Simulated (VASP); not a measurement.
Data:

```yaml
crystal:
  lattice:
    - [0.00000, 3.13811, 3.13811]
    - [3.13811, 0.00000, 3.13811]
    - [3.13811, 3.13811, 0.00000]
  atoms:
    - { symbol: Pb, position: [0.00000, 0.00000, 0.00000] }
    - { symbol: Se, position: [0.50000, 0.50000, 0.50000] }
```

These are LDA (Ceperley-Alder, Perdew-Zunger), VASP's LDA PAW potentials (set 64) (plane waves; VASP) values and carry that method's errors. Run with 300 eV cut-off, 9×9×9 Γ-centred mesh, Gaussian smearing of 0.050 eV, potentials Pb_d Se.

At this cut-off the stress carries a Pulay error, which pulls relaxed volumes low.

### Question
Estimate the energy per atom (σ→0), pressure.

### Answer

```json
{
 "energy per atom (σ→0)": "-4.671 eV/atom",
 "pressure": "-5.40 GPa"
}
```

Only differences to runs with the same potentials and settings are physical.

The structure comes from a computed database's PbSe entry; how it stands against other phases isn't given here. The cell was not relaxed at this level.
